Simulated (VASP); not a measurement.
ZnPtC6N6, 14 atoms in the cell. The structure is cubic, space group Fm-3m (No. 225). The conventional cell has a = 10.511 Å, b = 10.511 Å, c = 10.511 Å, α = 90.00°, β = 90.00°, γ = 90.00°. Around Zn (site symmetry m-3m) lie 6 N at 2.14 Å. Around Pt (site symmetry m-3m) lie 6 C at 2.03 Å. Around C (site symmetry 4mm) lie 1 N at 1.08 Å. N (site symmetry 4mm) has 1 C at 1.08 Å as nearest neighbours. 

```yaml
Program: VASP 6.6.1
Task: single point
Functional: r2SCAN
Potentials_or_basis: VASP PAW PBE potentials, release 64 (Zn, Pt, C, N)
Cutoff: 520 eV
k_mesh: 4 × 4 × 4
Occupations: methfessel-paxton, width 0.2232 eV
Spin: no spin polarisation
Dipole_correction: no
Further_INCAR_settings: ALGO = Normal; EDIFF = 1e-07; NBANDS = 51
```

Potentials or basis: VASP PAW PBE potentials, release 64 (Zn, Pt, C, N).

Run with:

```sh
$ cat potpaw_PBE.64/Zn/POTCAR potpaw_PBE.64/Pt/POTCAR potpaw_PBE.64/C/POTCAR potpaw_PBE.64/N/POTCAR > POTCAR
$ cp INCAR.step1 INCAR
$ mpirun -np 1 vasp_std > vasp.out
$ cp INCAR.step2 INCAR
$ mpirun -np 1 vasp_std > vasp.out
```

Hardware: 1 thread of Intel(R) Xeon(R) Platinum 8259CL CPU @ 2.50GHz (Skylake/Cascade Lake), on a shared host.

Task: Estimate the wall time of this run.

Result: Run time: 16 min on 1 thread of Intel(R) Xeon(R) Platinum 8259CL CPU @ 2.50GHz (Skylake/Cascade Lake) (shared host), peak memory 0.55 GiB. Counts: scf iterations 13, k points 8.
